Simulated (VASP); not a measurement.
All values below come from PBE GGA, VASP's PBE PAW potentials (set 64) (plane waves; VASP 6.6.1).

VASP input:

### INCAR
```
ALGO = Fast
EDIFF = 1E-5
EDIFFG = -0.03
ENCUT = 400
GGA = PE
IBRION = 2
ISIF = 2
ISMEAR = 0
ISYM = 0
LASPH = .TRUE.
LCHARG = .FALSE.
LREAL = Auto
LWAVE = .TRUE.
NELECT = 256.0
NELM = 100
NELMIN = 4
NSW = 60
PREC = Normal
SIGMA = 0.05
SYSTEM = C64H
```

### POSCAR
```
C64H
1
    7.1465551590     0.0000000000     0.0000000000
    0.0000000000     7.1465551590    -0.0000000000
   -0.0000000000    -0.0000000000     7.1465551590
C H
64 1
Direct
  0.5000000000   0.0000000000   0.0000000000
  0.6195680000   0.1265530000   0.1221460000
  0.7500000000   0.2500000000   0.0000000000
  0.8750000000   0.3750000000   0.1250000000
  0.7500000000   0.0000000000   0.2500000000
  0.8750000000   0.1250000000   0.3750000000
  0.0000000000   0.0000000000   0.0000000000
  0.1212100000   0.1254190000   0.1276900000
  0.2470560000   0.2442540000   0.0068070000
  0.3788290000   0.3756840000   0.1202100000
  0.5035110000   0.5003460000   0.0042870000
  0.6280360000   0.6182140000   0.1251850000
  0.7500000000   0.7500000000   0.0000000000
  0.8750000000   0.8750000000   0.1250000000
  0.2448970000   0.9976200000   0.2453790000
  0.3797720000   0.1264790000   0.3743740000
  0.5028370000   0.2568930000   0.2519160000
  0.6182480000   0.3699480000   0.3770370000
  0.7430570000   0.4940040000   0.2509570000
  0.8750000000   0.6250000000   0.3750000000
  0.5033140000   0.0069690000   0.4933320000
  0.6319340000   0.1193940000   0.6291590000
  0.7440400000   0.2469460000   0.4941930000
  0.8750000000   0.3750000000   0.6250000000
  0.7500000000   0.0000000000   0.7500000000
  0.8750000000   0.1250000000   0.8750000000
  0.0000000000   0.5000000000   0.0000000000
  0.1238540000   0.6182100000   0.1232400000
  0.2500000000   0.7500000000   0.0000000000
  0.3750000000   0.8750000000   0.1250000000
  0.0010470000   0.2461910000   0.2501690000
  0.1259430000   0.3751500000   0.3750940000
  0.2494310000   0.5006130000   0.2510730000
  0.3684860000   0.6207720000   0.3716760000
  0.5020850000   0.7566970000   0.2530340000
  0.6250000000   0.8750000000   0.3750000000
  0.0000000000   0.0000000000   0.5000000000
  0.1197860000   0.1304080000   0.6194960000
  0.2433080000   0.2445530000   0.4964300000
  0.3799700000   0.3681400000   0.6197380000
  0.4970680000   0.5005590000   0.4945920000
  0.6290040000   0.6208220000   0.6241900000
  0.7500000000   0.7500000000   0.5000000000
  0.8750000000   0.8750000000   0.6250000000
  0.2500000000   0.0000000000   0.7500000000
  0.3750000000   0.1250000000   0.8750000000
  0.5056380000   0.2502740000   0.7561250000
  0.6250000000   0.3750000000   0.8750000000
  0.7500000000   0.5000000000   0.7500000000
  0.8750000000   0.6250000000   0.8750000000
  0.0000000000   0.7500000000   0.2500000000
  0.1250000000   0.8750000000   0.3750000000
  0.9993370000   0.4949080000   0.4936770000
  0.1182320000   0.6308750000   0.6214280000
  0.2460520000   0.7482460000   0.4990760000
  0.3750000000   0.8750000000   0.6250000000
  0.0000000000   0.2500000000   0.7500000000
  0.1250000000   0.3750000000   0.8750000000
  0.2436700000   0.4971000000   0.7436520000
  0.3750000000   0.6250000000   0.8750000000
  0.5000000000   0.7500000000   0.7500000000
  0.6250000000   0.8750000000   0.8750000000
  0.0000000000   0.7500000000   0.7500000000
  0.1250000000   0.8750000000   0.8750000000
  0.3719470000   0.3724720000   0.3787330000
```

### KPOINTS
```
Regular mesh
0
gamma
  1 1 1
0 0 0
```

POTCAR, in this order: C H (PBE.64 set). Program: vasp_gam.

### Question
What will the output report for the number of irreducible k-points (NKPTS), largest plane-wave count, FFT grid (NGX, NGY, NGZ)?

### Answer

```json
{
  "number of irreducible k-points (NKPTS)": "1",
  "largest_plane_wave_count": "3310",
  "FFT grid (NGX, NGY, NGZ)": "36 × 36 × 36"
}
```

The cell is a supercell with a defect, built from C (diamond): H_i, charge +1. The run is not spin-polarised, so no state with unpaired spins was tried.
